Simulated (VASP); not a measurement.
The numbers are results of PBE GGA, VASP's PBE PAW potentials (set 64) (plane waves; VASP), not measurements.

Input for VASP

### KPOINTS
```
Automatic mesh
0
Gamma
9 9 9
0 0 0
```

INCAR:
```
LCHARG = .FALSE.
SIGMA = 0.05   ! width (eV)
ISMEAR = 0
IBRION = 2   ! conjugate gradients
LASPH = .TRUE.
ENCUT = 520
LREAL = .FALSE.   ! projection in real space or not
LMAXMIX = 4   ! l cut-off of mixed one-centre charges
EDIFF = 1E-6   ! SCF stop (eV)
PREC = Accurate
EDIFFG = -0.01
NSW = 60   ! most ionic steps
GGA = PE   ! PBE
SYSTEM = BAs
LWAVE = .FALSE.
NELM = 100   ! most electronic steps
ALGO = Normal   ! blocked Davidson
ISIF = 3
```

File POSCAR:
```
BAs
1.0
  0.0000000000   2.3900000000   2.3900000000
  2.3900000000   0.0000000000   2.3900000000
  2.3900000000   2.3900000000   0.0000000000
B As
1 1
Cartesian
  0.0000000000   0.0000000000   0.0000000000
  1.1950000000   1.1950000000   1.1950000000
```

POTCAR, in this order: B As (PBE.64 set). Program: vasp_std.

What VASP printed:

OSZICAR:
```
       N       E                     dE             d eps       ncg     rms          rms(c)
DAV:   1     0.145185339757E+02    0.14519E+02   -0.39844E+03   560   0.895E+02
DAV:   2    -0.116056328589E+02   -0.26124E+02   -0.25488E+02   848   0.108E+02
DAV:   3    -0.120421411696E+02   -0.43651E+00   -0.43651E+00   680   0.186E+01
DAV:   4    -0.120427336475E+02   -0.59248E-03   -0.59248E-03   792   0.769E-01
DAV:   5    -0.120427338733E+02   -0.22588E-06   -0.22588E-06   664   0.116E-02    0.492E+00
DAV:   6    -0.114718216911E+02    0.57091E+00   -0.18354E+00   576   0.701E+00    0.244E+00
DAV:   7    -0.114132573996E+02    0.58564E-01   -0.20634E-01   784   0.274E+00    0.954E-01
DAV:   8    -0.114063513297E+02    0.69061E-02   -0.21651E-02   616   0.103E+00    0.117E-01
DAV:   9    -0.114066759986E+02   -0.32467E-03   -0.60283E-04   696   0.199E-01    0.668E-02
DAV:  10    -0.114068594031E+02   -0.18340E-03   -0.29311E-04   672   0.126E-01    0.163E-02
DAV:  11    -0.114068652207E+02   -0.58176E-05   -0.11618E-05   824   0.269E-02    0.139E-02
DAV:  12    -0.114068648116E+02    0.40912E-06   -0.24471E-06   576   0.110E-02
   1 F= -.11406865E+02 E0= -.11406865E+02  d E =-.114069E+02
       N       E                     dE             d eps       ncg     rms          rms(c)
DAV:   1    -0.114240022582E+02   -0.17137E-01   -0.43956E-01   656   0.497E+00    0.627E-01
DAV:   2    -0.114135595819E+02    0.10443E-01   -0.18310E-02   576   0.826E-01    0.307E-01
DAV:   3    -0.114103427191E+02    0.32169E-02   -0.68056E-03   632   0.463E-01    0.988E-02
DAV:   4    -0.114100806076E+02    0.26211E-03   -0.47494E-04   688   0.142E-01    0.552E-02
DAV:   5    -0.114100677797E+02    0.12828E-04   -0.29833E-05   672   0.365E-02    0.295E-02
DAV:   6    -0.114100679688E+02   -0.18907E-06   -0.25327E-06   608   0.110E-02
   2 F= -.11410068E+02 E0= -.11410068E+02  d E =-.320316E-02
       N       E                     dE             d eps       ncg     rms          rms(c)
DAV:   1    -0.114152538796E+02   -0.51861E-02   -0.75422E-02   648   0.209E+00    0.264E-01
DAV:   2    -0.114135022072E+02    0.17517E-02   -0.29807E-03   576   0.334E-01    0.128E-01
DAV:   3    -0.114129625744E+02    0.53963E-03   -0.11695E-03   640   0.192E-01    0.440E-02
DAV:   4    -0.114129243417E+02    0.38233E-04   -0.75390E-05   680   0.570E-02    0.245E-02
DAV:   5    -0.114129229742E+02    0.13675E-05   -0.52066E-06   648   0.154E-02    0.126E-02
DAV:   6    -0.114129228913E+02    0.82885E-07   -0.37001E-07   288   0.433E-03
   3 F= -.11412923E+02 E0= -.11412923E+02  d E =-.605808E-02
```

**OUTCAR**
```
------------------------ aborting loop because EDIFF is reached ----------------------------------------
  FORCE on cell =-STRESS in cart. coord.  units (eV):
  Direction    XX          YY          ZZ          XY          YZ          ZX
  --------------------------------------------------------------------------------------
  Total        0.0011749      0.0011749      0.0011749      0.0000000      0.0000000     -0.0000000
  in kB        0.0673919      0.0673919      0.0673919      0.0000000      0.0000000     -0.0000000
  external PRESSURE =       0.0673919 kB  Pullay stress =       0.0000000 kB
  volume of cell :       27.93
      direct lattice vectors                 reciprocal lattice vectors
     0.000000000  2.408217510  2.408217510    -0.207622442  0.207622442  0.207622442
     2.408217510  0.000000000  2.408217510     0.207622442 -0.207622442  0.207622442
     2.408217510  2.408217510 -0.000000000     0.207622442  0.207622442 -0.207622442
  FREE ENERGIE OF THE ION-ELECTRON SYSTEM (eV)
  ---------------------------------------------------
  free  energy   TOTEN  =       -11.4129228913 eV

  energy  without entropy=      -11.4129228913  energy(sigma->0) =      -11.41292289

 reached required accuracy - stopping structural energy minimisation
```
(Selected blocks of OUTCAR.)

### CONTCAR
```
BAs
   1.00000000000000
     0.0000000000000000    2.4082175095888818    2.4082175095888818
     2.4082175095888818    0.0000000000000000    2.4082175095888818
     2.4082175095888818    2.4082175095888818   -0.0000000000000000
  B               As
     1     1
Direct
     0.0000000000000000    0.0000000000000000    0.0000000000000000
     0.2500000000000000    0.2500000000000000    0.2500000000000000
```

Energy and stress use the plane-wave basis of the starting cell.

The compound is BAs in the zinc blende structure. This run relaxes it. Symmetry was kept, so distortions that lower it aren't found.
